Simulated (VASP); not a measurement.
Given:

```
CELL_PARAMETERS angstrom
     -4.95995     4.27778     2.56276
      4.95995    -4.27778     2.56276
      4.95995     4.27778    -2.56276
ATOMIC_POSITIONS crystal
  Si 0.85087 0.59349 0.44354
  Si 0.14995 0.40734 0.55646
  Si 0.85087 0.90734 0.75739
  Si 0.14995 0.09349 0.24261
  O  0.92136 0.76933 0.27311
  O  0.49623 0.64825 0.72689
  O  0.92136 0.14825 0.65202
  O  0.49623 0.26933 0.34798
  O  0.06245 0.06245 0.00000
  O  0.06245 0.56245 0.50000
  O  0.12185 0.27458 0.34727
  O  0.92731 0.77458 0.65273
```

Computed with PBEsol GGA, VASP's PBE PAW potentials (set 64) (plane waves; VASP). Run with 520 eV cut-off, 6×6×6 Γ-centred mesh, tetrahedra with Blöchl corrections, potentials Si O.

The cores are frozen, which limits the accuracy of field gradients.

Task: Give the principal components of the electric field gradient (V/Å²) and the asymmetry η at each nucleus.

Result: 
```csv
atom,Vxx,Vyy,Vzz,η
Si1,-5.0,-1.1,6.1,0.65
Si2,-5.0,-1.1,6.1,0.65
Si3,-5.0,-1.1,6.1,0.65
Si4,-5.0,-1.1,6.1,0.65
O5,-53.5,-34.9,88.4,0.21
O6,-53.5,-34.9,88.3,0.21
O7,-53.5,-34.9,88.4,0.21
O8,-53.5,-34.9,88.3,0.21
O9,-51.9,-43.4,95.3,0.09
O10,-51.9,-43.4,95.3,0.09
O11,-52.0,-36.6,88.6,0.17
O12,-52.0,-36.6,88.6,0.17
```

The structure comes from a computed database's SiO2 entry (Ima2); how it stands against other phases isn't given here. It was relaxed first.
